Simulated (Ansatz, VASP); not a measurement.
## AlHNF (F-AlN-H chair monolayer) in two plane-wave programs

Aim: how closely do two programs agree when they are given the same cell, functional and k mesh? The structure shown is the start of the Ansatz relaxation below; VASP solves that cell, so the two are compared at the walk's first step.

Program: Ansatz 0.2.0. Level of theory: plane waves, with VASP 6.6.1 beside it; single point at PBE with D3(BJ). Results are calculated unless marked as measured.

## Step 1: Set-up

The cell holds 4 atoms: 1 H, 1 N, 1 Al and 1 F. Its edges and angles: a = 3.168 Å, b = 3.168 Å, c = 30.680 Å, α = 90.0°, β = 90.0°, γ = 120.0°. Vacuum lies along c. The height across the vacuum is the one that the program set for its solve, not the one typed.

## Step 2: Ansatz: relaxation, PBE with D3(BJ)

Ansatz runs on its default PAW (the set named soft_2) files.

The two programs are compared at the cell with which this relaxation starts, whose forces are those of its first step.

input.yaml reads:

```yaml
crystal:
  lattice:
    - [3.168, 0.0, 0.0]
    - [-1.584, 2.7435684792, 0.0]
    - [0.0, 0.0, 21.44]
  atoms:
    - { symbol: H, position: [0.6666666667, 0.3333333333, 0.4197761194] }
    - { symbol: "N", position: [0.6666666667, 0.3333333333, 0.4673507463] }
    - { symbol: Al, position: [0.3333333333, 0.6666666667, 0.4972014925] }
    - { symbol: F, position: [0.3333333333, 0.6666666667, 0.5802238806] }
  periodic: [true, true, false]
kpoints:
  mp_grid: { grid: [12, 12, 1] }
hamiltonian:
  xc: pbe
  dispersion: d3bj
scf:
  occupations: { method: fermi_dirac, width: 0.05 }
  convergence: { dr2_threshold: 1.0e-09 }
relax:
  f_tol: 0.004
  max_steps: 90
  cell: {}
output:
  write_potential: true
  write_density: true
  volumetric_format: npy
```

Command:

```bash
> ansatz run input.yaml --threads 2 --pin off --max-ram 3072MiB --backend cpu --events-out ev --progress --plain --runs-dir out
```

Numbers of over 12 decimals in the logs are rounded to 6 here.

What it wrote:

```text
Warning: crystal.periodic: the lattice vector that does not repeat stood 0.000° off the slab's normal, 21.440 Å along it as the deck builds it. The run solves the slab on a vector along the normal, 30.680 Å long, with every atom where it was (on the deck's vector they left 18.00 Å outside them, and the widest stretch free of ions among them is 1.78 Å). A fractional position that the run reports is one of the run's ce [...]
Warning: relax.cell: scf.convergence.dr2_threshold = 1e-9 eV is looser than the 2.21442743761e-10 eV advised for a relaxation that steers and ends on the stress (1e-10 eV for each atom of the cell: 4, times the square of relax.cell.stress_2d_tol = 0.05 N/m over 13.4 Å (the atoms' height at the walk's start and 5 Å past either face), 3.720e-2 GPa, over a crystal's default 0.05). What an SCF threshold leaves in a stress goes as its square root, and in the free energy as the threshold itself, and one threshold admits the most on a small cell: [figures from the program's tests cut] Set scf.convergence.dr2_threshold to 2.21442743761e-10 eV or tighter. [rest of the remark cut]
crystal.periodic: the lattice vector that does not repeat stood 0.000° off the slab's normal, 21.440 Å along it as the deck builds it. The run solves the slab on a vector along the normal, 30.680 Å long, with every atom where it was (on the deck's vector they left 18.00 Å outside them, and the widest stretch free of ions among them is 1.78 Å). A fractional position that the run reports is one of the run's cell, which [...]
Engine: ansatz 0.2.0, x86_64-unknown-linux-gnu
Pseudopotentials: kind: paw
Pseudopotential: H, paw, valence charge 1, recommended cutoff 420 eV (normal), H.paw.azcp
Pseudopotential: N, paw, valence charge 5, recommended cutoff 420 eV (normal), N.paw.azcp
Pseudopotential: Al, paw, valence charge 3, recommended cutoff 420 eV (normal), Al.paw.azcp
Pseudopotential: F, paw, valence charge 7, recommended cutoff 420 eV (normal), F.paw.azcp
Functional definition: PBE
  parameter kappa = 0.804
  parameter beta = 0.066725
  exchange = pbe_x(kappa = kappa, mu = beta*pi^2/3)
  correlation = pbe_c(beta = beta)
Crystal: 4 atoms, lattice volume = 266.659 Å³
[...]
basis re-selected at this cell: Δ(F+E_penalty+E_count) = +1.686e-3 eV, ΔP = -0.053 N/m vs the last step (what re-selecting the basis moved, of the pressure what is left beyond the Pulay correction that the steps carried, after the strain that the cell walked since its last selection, with what the two solves' SCF thresholds leave and, on support functions, any second-order correction that the steps lacked; it is no m [...]
Crystal: 4 atoms, lattice volume = 263.640 Å³
iter 1 solved again at ethr=4.13e-8 eV; its pass at ethr=3.10e-3 eV (dr2=6.61e-6 eV) is discarded
SCF iter   1: F=—  HF=-1749.513048 eV  |F-HF|=—  |Δ(HF+E_count)|=         —  Δρ=4.50e-5  dr2=6.77e-6  ethr=4.13e-8  ⟨swp⟩=3.1  Hψ=2059  notcnv=0
preconditioner: auto → none  [insulator: Δε(μ)=3.054 eV  Ē_g=12.712 eV  σ=0.050 eV  W_gap=1.00  n_scr=16 (ndim 8)  ℏωp=9.1 eV  f_vac=0.806  D(μ)=0.00/eV (n_scr^D=0)  ε∞_Penn≈1.5]
SCF iter   2: F=—  HF=-1749.512699 eV  |F-HF|=—  |Δ(HF+E_count)|=   3.49e-4  Δρ=2.69e-5  dr2=1.36e-6  ethr=4.13e-8  ⟨swp⟩=2.9  Hψ=468  notcnv=0
SCF iter   3: F=—  HF=-1749.512696 eV  |F-HF|=—  |Δ(HF+E_count)|=   2.48e-6  Δρ=7.63e-6  dr2=1.13e-7  ethr=8.53e-9  ⟨swp⟩=2.3  Hψ=348  notcnv=0
SCF iter   4: F=—  HF=-1749.512696 eV  |F-HF|=—  |Δ(HF+E_count)|=   9.29e-9  Δρ=2.38e-6  dr2=2.82e-8  ethr=7.03e-10  ⟨swp⟩=3.4  Hψ=458  notcnv=0
SCF iter   5: F=-1749.512696 eV  HF=-1749.512696 eV  |F-HF|=6.55e-11  |Δ(HF+E_count)|=   5.28e-9  Δρ=6.25e-7  dr2=9.74e-10  ethr=6.25e-12  ⟨swp⟩=9.8  Hψ=1838  notcnv=0
SCF 8 converged in 5 iterations: F = -1749.512696 eV  dr2 = 9.74e-10
relax step   8: F+E_penalty+E_count = -1749.51269640 eV  Δ(F+E_penalty+E_count) = -1.242e-4 eV  max|allowed force component| = 1.510e-3 eV/Å  Δτ_max = 0.0002 Å  P = -0.022 N/m  Ω = 263.640 Å³  energy of the carried Pulay correction = +1.095e-4 eV  fix = [c, alpha, beta]  reactions: c -0.000 N/m  (5 SCF iters, accepted)
iter 1 solved again at ethr=2.06e-7 eV; its pass at ethr=3.10e-3 eV (dr2=3.30e-5 eV) is discarded
SCF iter   1: F=—  HF=-1749.512897 eV  |F-HF|=—  |Δ(HF+E_count)|=         —  Δρ=5.54e-6  dr2=3.92e-8  ethr=2.06e-7  ⟨swp⟩=5.6  Hψ=3182  notcnv=0
preconditioner: auto → none  [insulator: Δε(μ)=3.052 eV  Ē_g=12.706 eV  σ=0.050 eV  W_gap=1.00  n_scr=16 (ndim 8)  ℏωp=9.1 eV  f_vac=0.806  D(μ)=0.00/eV (n_scr^D=0)  ε∞_Penn≈1.5]
SCF iter   2: F=—  HF=-1749.512550 eV  |F-HF|=—  |Δ(HF+E_count)|=   3.47e-4  Δρ=5.11e-6  dr2=5.50e-8  ethr=2.45e-10  ⟨swp⟩=4.6  Hψ=620  notcnv=0
SCF iter   3: F=—  HF=-1749.512550 eV  |F-HF|=—  |Δ(HF+E_count)|=   1.24e-8  Δρ=1.88e-6  dr2=3.47e-9  ethr=2.45e-10  ⟨swp⟩=2.1  Hψ=310  notcnv=0
SCF iter   4: F=—  HF=-1749.512550 eV  |F-HF|=—  |Δ(HF+E_count)|=  6.63e-10  Δρ=1.19e-6  dr2=1.53e-9  ethr=2.17e-11  ⟨swp⟩=2.6  Hψ=386  notcnv=0
SCF iter   5: F=-1749.512550 eV  HF=-1749.512550 eV  |F-HF|=2.21e-10  |Δ(HF+E_count)|=  4.98e-10  Δρ=2.19e-7  dr2=2.73e-10  ethr=6.25e-12  ⟨swp⟩=14.3  Hψ=1944  notcnv=0
SCF 9 converged in 5 iterations: F = -1749.512550 eV  dr2 = 2.73e-10
relax step   9: F+E_penalty+E_count = -1749.51254966 eV  Δ(F+E_penalty+E_count) = +1.467e-4 eV  max|allowed force component| = 1.505e-3 eV/Å  Δτ_max = 0.0000 Å  P = -0.023 N/m  Ω = 263.640 Å³  fix = [c, alpha, beta]  reactions: c -0.000 N/m  stress off target by 2.31e-2 N/m on what of the cell is left free  SCF on the basis re-selected at this cell (its energy is not comparable with the rows above)  (5 SCF iters)
basis re-selected at this cell: Δ(F+E_penalty+E_count) = +1.467e-4 eV, ΔP = -0.002 N/m vs the last step (what re-selecting the basis moved, of the pressure what is left beyond the Pulay correction that the steps carried, after the strain that the cell walked since its last selection, with what the two solves' SCF thresholds leave and, on support functions, any second-order correction that the steps lacked; it is no m [...]
WARN: The output density's exchange-correlation potential varies sharply where the density is thin. Do not read a vacuum level from v_tot or v_xc, or from such a field of the output density. On a cell that repeats whose density bears no net charge and no dipole along the vacuum's axis use v_es (v_loc + v_h of the components); under efield.dipole_correction with no amplitude use v_es + v_field, which holds any externa [...]
SCF converged after 5 iterations
Free energy (F): -1749.512550 eV
Harris-Foulkes:  -1749.512550 eV  (|F-HF|=2.21e-10)
Internal energy: -1749.512550 eV  (E = F + TS)
E sigma→0 (E₀):  -1749.512550 eV
Fermi energy:    -6.145121 eV
--- Per-component energies (eV) ---
  E_band       = -216.399965
  E_kinetic    = 378.378691
  E_local      = -17842.103918  (includes V_loc(G=0)·N_el)
  E_nonlocal   = 130.336593
  E_hartree    = 8713.604434
  E_xc         = -189.420755
  E_vxc        = -220.120943  (∫ρ·V_xc dr)
  E_paw        = -796.292551  (= ΣΔE_a)
  E_vpaw       = -90.099433  (= ΣTr[D̂ρ^β])
  E_aug_tail   = 0.000868  (compensation charges beyond the density's cutoff)
  E_ewald      = 7856.301604
  E_disp       = -0.317517  (pairwise vdW)
  E_smearing   = -0.000000  (= −TS)
  E_closure    = -0.000000  (closes the sum)
  Σ components = -1749.512550   (vs F -1749.512550, Δ=0.00e0)
--- Forces (eV/Å), atoms counted from 1 ---
  atom   1  H      0.00000000     0.00000000     0.00151609
  atom   2  N      0.00000000    -0.00000000     0.00006155
  atom   3  Al     0.00000000     0.00000000    -0.00076310
  atom   4  F      0.00000000    -0.00000000    -0.00077024
  max |Σ_I F_I| component: 4.43e-5 eV/Å
--- 2D stress c σ (N/m, compression-positive) ---
       -0.023135      -0.000000      -0.000000
       -0.000000      -0.023135       0.000000
       -0.000000       0.000000      -0.000000
  P = ½ c Tr σ = -0.0231 N/m
--- Band table (eV; the first three rows and the last of 19) ---
  k-point 0: bands = ["-27.5691", "-22.5722", "-13.4227", "-9.4428", "-8.2040", "-8.2040", "-7.7392", "-7.7392", "-4.6868 (-4.6868°)", "-3.3882", "-2.5680", "-1.5900"]
  k-point 1: bands = ["-27.5574", "-22.5178", "-13.3742", "-9.4676", "-8.5119", "-8.2755", "-7.8570", "-7.7454", "-4.5110 (-4.5111°)", "-3.2375", "-2.3856", "-1.3688"]
  k-point 2: bands = ["-27.5252", "-22.3641", "-13.2370", "-9.7113", "-9.0836", "-8.4549", "-8.1002", "-7.7714", "-4.0682 (-4.0682°)", "-2.8053", "-1.9109", "-0.8166"]
  k-point 18: bands = ["-27.3692", "-21.4995", "-12.2456", "-11.4636", "-11.0889", "-9.1739", "-8.5516", "-8.4760", "0.5607", "0.5810", "0.6357", "1.6599"]
  ° read free of the cell's end (the report's vacuum.weakly_bound_levels)
--- Relaxed structure (7 steps of the walk, 6 accepted, 2 SCFs on fresh bases) ---
  F+E_penalty+E_count = -1749.51254966 eV   max|allowed force component| = 1.505e-3 eV/Å   (the final SCF, on the basis selected at the relaxed cell)
  cell:  # Å, volume = 263.6399 Å³
    - [3.150015, 0, 0]
    - [-1.575007, 2.727993, 0]
    - [0, 0, 30.680000000256]
  atoms:
    - { symbol: H, position: [0.666667, 0.333333, 0.294030] }
    - { symbol: N, position: [0.666667, 0.333333, 0.327501] }
    - { symbol: Al, position: [0.333333, 0.666667, 0.349059] }
    - { symbol: F, position: [0.333333, 0.666667, 0.402291] }
```

In the SCF lines HF is the Harris–Foulkes energy and dr2 the Hartree energy of the density residual, in eV; the loop may stop once dr2 is under the threshold and the program's other checks hold. Hψ counts applications of the Hamiltonian.

## Step 3: VASP: single point, PBE with D3(BJ), start cell

The same cell, functional, mesh and smearing now go to VASP, with its own data sets.

Lines of VASP's logs that name or quote its potential files are left out, and so is its time.

INCAR reads:

```
SYSTEM = AlHNF
PREC = Accurate
ENCUT = 520
EDIFF = 1E-06
NELM = 120
ISMEAR = -1
SIGMA = 0.05
LREAL = .FALSE.
ALGO = Normal
GGA = PE
IVDW = 12
NBANDS = 14
LORBIT = 11
LWAVE = .FALSE.
LCHARG = .FALSE.
ISIF = 2
LDIPOL = .TRUE.
IDIPOL = 3
DIPOL = 0.5 0.5 0.343
LVHAR = .TRUE.
LASPH = .TRUE.
GGA_COMPAT = .FALSE.
EFERMI = MIDGAP
NELMDL = -8
```

POSCAR reads:

```
AlHNF
1.0
    3.1680000000      0.0000000000      0.0000000000
   -1.5840000000      2.7435680000      0.0000000000
    0.0000000000      0.0000000000     30.6800000000
H N Al F
1 1 1 1
Direct
    0.6666667274      0.3333334548      0.2933507171
    0.6666667274      0.3333334548      0.3265971317
    0.3333334548      0.6666669097      0.3474576271
    0.3333334548      0.6666669097      0.4054758801
```

KPOINTS reads:

```
Automatic mesh
0
Gamma
12 12 1
0 0 0
```

The projector-augmented-wave data sets are H, N, Al and F (PBE family, release 64).

Command:

```bash
> mpirun -np 1 vasp_std
```

What it wrote:

```text
[banner, memory and clock lines left out]
running    1 mpi-ranks, on    1 nodes
 distrk:  each k-point on    1 cores,    1 groups
 distr:  one band on    1 cores,    1 groups

 POSCAR found type information on POSCAR H N AlF
 POSCAR found :  4 types and       4 ions
 LDA part: xc-table for (Slater+PW92), standard interpolation
 POSCAR, INCAR and KPOINTS ok, starting setup
 FFT: planning ... GRIDC
 FFT: planning ... GRID_SOFT
 FFT: planning ... GRID
 WAVECAR not read
 entering main loop
       N       E                     dE             d eps       ncg     rms          rms(c)
DAV:   1     0.130277302263E+03    0.13028E+03   -0.56699E+03   596   0.797E+02
DAV:   2    -0.713677891601E+01   -0.13741E+03   -0.12562E+03   952   0.179E+02
DAV:   3    -0.266727170777E+02   -0.19536E+02   -0.19393E+02   694   0.849E+01
DAV:   4    -0.271007430622E+02   -0.42803E+00   -0.42771E+00   652   0.155E+01
DAV:   5    -0.271071936080E+02   -0.64505E-02   -0.64479E-02   676   0.172E+00
DAV:   6    -0.271073676270E+02   -0.17402E-03   -0.17402E-03   676   0.317E-01
DAV:   7    -0.271073736661E+02   -0.60391E-05   -0.60390E-05   714   0.551E-02
DAV:   8    -0.271073738976E+02   -0.23141E-06   -0.23140E-06   626   0.116E-02    0.101E+01
DAV:   9    -0.236360395313E+02    0.34713E+01   -0.94800E+00   694   0.233E+01    0.401E+00
DAV:  10    -0.235048281910E+02    0.13121E+00   -0.73474E-01   742   0.509E+00    0.274E+00
DAV:  11    -0.233533255739E+02    0.15150E+00   -0.84553E-02   676   0.332E+00    0.887E-01
DAV:  12    -0.232919275802E+02    0.61398E-01   -0.45530E-02   694   0.200E+00    0.314E-01
DAV:  13    -0.232802271398E+02    0.11700E-01   -0.28412E-02   730   0.109E+00    0.289E-01
DAV:  14    -0.232774763808E+02    0.27508E-02   -0.61917E-03   754   0.577E-01    0.103E-01
[...]
DAV:  20    -0.232793517731E+02   -0.12948E-03   -0.12384E-05   574   0.172E-02    0.274E-03
DAV:  21    -0.232793877422E+02   -0.35969E-04   -0.17684E-06   536   0.773E-03    0.160E-03
DAV:  22    -0.232794648865E+02   -0.77144E-04   -0.52473E-06   556   0.896E-03    0.727E-04
DAV:  23    -0.232794721394E+02   -0.72530E-05   -0.96792E-08   488   0.175E-03    0.504E-04
DAV:  24    -0.232794859285E+02   -0.13789E-04   -0.47658E-07   438   0.250E-03    0.218E-04
DAV:  25    -0.232794879817E+02   -0.20532E-05   -0.34215E-08   482   0.862E-04    0.103E-04
DAV:  26    -0.232794893298E+02   -0.13480E-05   -0.27060E-08   416   0.650E-04    0.762E-05
DAV:  27    -0.232794898857E+02   -0.55589E-06   -0.11971E-08   416   0.527E-04
   1 F= -.23590083E+02 E0= -.23590083E+02  d E =-.716593E-08
```

OUTCAR, selected parts (step 3):

```text
ion  position               nearest neighbor table
   1  0.667  0.333  0.293-   2 1.02
   2  0.667  0.333  0.327-   1 1.02   3 1.94   3 1.94   3 1.94
   3  0.333  0.667  0.347-   4 1.78   2 1.94   2 1.94   2 1.94
   4  0.333  0.667  0.405-   3 1.78

  LATTYP: Found a hexagonal cell.
 ALAT       =     3.1680000000
 C/A-ratio  =     9.6843434343

 Subroutine GETGRP returns: Found  6 space group operations
 (whereof  6 operations were pure point group operations)

The static configuration has the point symmetry C_3v.

 Found     19 irreducible k-points:

   k-points           NKPTS =     19   k-points in BZ     NKDIM =     19   number of bands    NBANDS=     14

   dimension x,y,z NGX =    24 NGY =   24 NGZ =  240
   dimension x,y,z NGXF=    48 NGYF=   48 NGZF=  480

   ENCUT  =  520.0 eV  38.22 Ry    6.18 a.u.   5.89  5.89 57.04*2*pi/ulx,y,z

   NELECT =      16.0000    total number of electrons

 k-points in reciprocal lattice and weights: Automatic mesh
   0.00000000  0.00000000  0.00000000       0.007
   0.08333333  0.00000000  0.00000000       0.042
   0.16666667  0.00000000  0.00000000       0.042
   0.25000000  0.00000000  0.00000000       0.042
   0.33333333  0.00000000  0.00000000       0.042
   0.41666667  0.00000000  0.00000000       0.042
   0.50000000  0.00000000  0.00000000       0.021
   0.08333333  0.08333333  0.00000000       0.042
   0.16666667  0.08333333  0.00000000       0.083
[...]
0.33333333  0.25000000  0.00000000       0.083
   0.33333333  0.33333333  0.00000000       0.014

 dipolmoment           0.000000      0.000000      0.411043 electrons x Angstroem

 average (electrostatic) potential at core
       1 -44.8533       2 -73.5520       3 -84.3682       4 -81.4445

 E-fermi :  -4.6463

 k-point     1 :       0.0000    0.0000    0.0000
  band No.  band energies     occupation
    ...
      4      -7.4532      2.00000
      5      -7.3985      2.00000
      6      -7.3985      2.00000
      7      -5.5374      2.00000
      8      -5.5374      2.00000
      9      -3.8835      0.00000
     10      -2.6939      0.00000
     11      -2.0956      0.00000
     12      -1.2946      0.00000
     13      -0.4025      0.00000
    ...

 k-point     2 :       0.0833    0.0000    0.0000
  band No.  band energies     occupation
    ...
      4      -7.8534      2.00000
      5      -7.4618      2.00000
      6      -7.3449      2.00000
      7      -5.6342      2.00000
      8      -5.5505      2.00000
      9      -3.7075      0.00000
     10      -2.5482      0.00000
     11      -1.9291      0.00000
     12      -1.0922      0.00000
     13      -0.2094      0.00000
    ...

 k-point     3 :       0.1667    0.0000    0.0000
  band No.  band energies     occupation
    ...
      4      -8.6880      2.00000
      5      -7.6273      2.00000
      6      -7.3123      2.00000
      7      -5.8749      2.00000
      8      -5.5873      2.00000
      9      -3.2681      0.00000
     10      -2.1247      0.00000
     11      -1.4796      0.00000
     12      -0.5792      0.00000
     13       0.3018      0.00000
    ...

 Edisp (eV)   -0.31059

  Total      -0.33977    -0.33977    -5.25786    -0.00000     0.00000    -0.00000
  in kB      -2.04148    -2.04148   -31.59103    -0.00000     0.00000    -0.00000
  external pressure =      -11.89 kB  Pullay stress =        0.00 kB

  energy-cutoff  :      520.00
  volume of cell :      266.66
      direct lattice vectors                 reciprocal lattice vectors
     3.168000000  0.000000000  0.000000000     0.315656566  0.182244435  0.000000000
    -1.584000000  2.743568000  0.000000000     0.000000000  0.364488870  0.000000000
     0.000000000  0.000000000 30.680000000     0.000000000  0.000000000  0.032594524

 POSITION                                       TOTAL-FORCE (eV/Angst)
 -----------------------------------------------------------------------------------
      1.58400      0.91452      9.00000         0.000000      0.000000     -0.399746
      1.58400      0.91452     10.02000        -0.000000     -0.000000      0.150111
     -0.00000      1.82905     10.66000         0.000000      0.000000      3.517620
     -0.00000      1.82905     12.44000        -0.000000     -0.000000     -3.267985
 -----------------------------------------------------------------------------------
    total drift:                                0.000000     -0.001524      0.000365

  FREE ENERGIE OF THE ION-ELECTRON SYSTEM (eV)
  ---------------------------------------------------
  free  energy   TOTEN  =       -23.5900832542 eV

  energy  without entropy=      -23.5900832471  energy(sigma->0) =      -23.59008325

 vacuum level on the upper side and lower side of the slab         5.727        -2.830

 total charge
# of ion       s       p       d       tot
------------------------------------------
    1        0.644   0.084   0.000   0.729
    2        1.225   2.657   0.000   3.883
    3        0.350   0.395   0.000   0.745
    4        1.744   4.304   0.000   6.049
--------------------------------------------------
tot          3.964   7.441   0.000  11.405

[... 3 further parts left out ...]
```

## Step 4: Side by side

Known differences besides the potentials themselves: Ansatz cuts the interaction across the vacuum, VASP repeats the sheet with a dipole correction; the cutoff is 420 eV in Ansatz and 520 eV in VASP. Total energies have different zeros and are not compared.

Forces (eV/Å; atoms numbered as in POSCAR):

```tsv
atom	Ansatz x, y, z	VASP x, y, z
H1	0.000, 0.000, -0.380	0.000, 0.000, -0.400
N2	0.000, 0.000, 0.137	0.000, 0.000, 0.150
Al3	0.000, 0.000, 3.590	0.000, 0.000, 3.518
F4	0.000, 0.000, -3.347	0.000, 0.000, -3.268
```

The forces differ by 32 meV/Å r.m.s., which is 2.3 % of the r.m.s. force of 1.392 eV/Å (both taken over all components). With vacuum in the cell, a pressure given here is an average over mostly empty space and none of the material.

## Step 5: Outcome

* r.m.s. force difference (single point, PBE with D3(BJ), start cell): 2.3 % of the r.m.s. force

In words: The r.m.s. force difference is 2.3 % of the r.m.s. force (single point, PBE with D3(BJ), start cell), within the 3 % picked in this series as the mark of a large difference. 1 further run of this series is not shown here. Such differences can come from data sets, numerical settings and the points named under the comparisons, not from the functional's error against experiment.

[Lines on the potential files, build, host, timing and source positions are cut from VASP's logs without a mark.]

[Logs are printed without paths, hosts, clocks, repeated set-up lines and the standing remarks that a program may print on its own settings, such as how far it seeks lower states.]

[Hosts, paths, dates, database ids (printed as entryN), source tags and the programs' standing remarks are cut or masked in the printed files.]
